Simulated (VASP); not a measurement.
Crystal: Hf2Pd2Se2Br2O3.

```
Hf Pd Se Br O
1.0
     3.72613    0.00000    0.00000
    -1.86306    3.22692    0.00000
     0.00000    0.00000   17.00867
Hf Pd Se Br O
2 2 2 2 3
Direct
  0.66667 0.33333 0.93385
  0.33333 0.66667 0.06615
  0.00000 0.00000 0.30298
  0.00000 0.00000 0.69702
  0.33333 0.66667 0.22649
  0.66667 0.33333 0.77351
  0.66667 0.33333 0.39862
  0.33333 0.66667 0.60138
  0.33333 0.66667 0.92689
  0.66667 0.33333 0.07311
  0.00000 0.00000 0.00000
```

The cell was built by a generator and needn't be a form met in nature.

```yaml
Program: VASP 6.6.1
Task: single point
Functional: PBE
Potentials_or_basis: VASP PAW PBE potentials, release 64 (Hf_pv, Pd, Se, Br, O)
Cutoff: 520 eV
k_mesh: 8 × 8 × 2
Occupations: fermi-dirac, width 0.05 eV
Spin: no spin polarisation
```

On this cell: pressure -0.8 GPa; largest force 0.196 eV/Å; band gap on the k mesh none (metal or under the smearing width).

The same run follows on a disturbed copy (atoms moved at random, drawn with an rms of 0.05 Å):

```
CELL_PARAMETERS angstrom
3.72613 0.00000 0.00000
-1.86306 3.22692 0.00000
0.00000 0.00000 17.00867
ATOMIC_POSITIONS crystal
Hf 0.66394 0.33863 0.93175
Hf 0.32204 0.65904 0.06474
Pd 0.99319 0.98598 0.30185
Pd 0.99848 0.99598 0.69753
Se 0.32944 0.65171 0.22741
Se 0.68042 0.33521 0.77198
Br 0.66116 0.33087 0.39917
Br 0.33386 0.65259 0.60089
O 0.33188 0.67567 0.92976
O 0.66775 0.34028 0.07142
O 0.00204 0.01002 0.99952
```

What does the disturbed cell give?

The energy (extrapolated to zero smearing) moves by +4.5 meV/atom; pressure -0.3 GPa; largest force 0.629 eV/Å; band gap on the k mesh none (metal or under the smearing width).

Forces in eV/Å, atoms in the order of the input:
```
Hf  -0.026 -0.038  0.628
Hf   0.126  0.252 -0.169
Pd   0.047  0.053  0.193
Pd   0.343  0.029 -0.253
Se  -0.078  0.020 -0.249
Se  -0.319 -0.037  0.305
Br   0.005 -0.043 -0.066
Br  -0.068  0.005  0.018
O    0.110 -0.083 -0.507
O   -0.156 -0.243  0.132
O    0.017  0.084 -0.032
```

Stress tensor (GPa, compression positive):
```
 0.22 -0.08 -0.20
-0.08 -0.56  0.12
-0.20  0.12 -0.47
```

Caveats: this functional lacks dispersion, which binds the layers, so the pressure and a relaxed spacing across them are unreliable (some runs).
